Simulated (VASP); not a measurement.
Calculation: PBE GGA, VASP's PBE PAW potentials (set 64) (plane waves; VASP). Each cell was relaxed at this level, without spin-orbit coupling.

Question: Which of these comes out without a gap?
A. CdF2, Fm-3m (225)
B. Si, Fd-3m (227)
C. KF, Fm-3m (225)
D. Mg, P6_3/mmc (194)

Answer: D, Mg, P6_3/mmc (194). The others have gaps of 5.95 eV (KF, Fm-3m (225)), 0.61 eV (Si, Fd-3m (227)), 2.86 eV (CdF2, Fm-3m (225)).
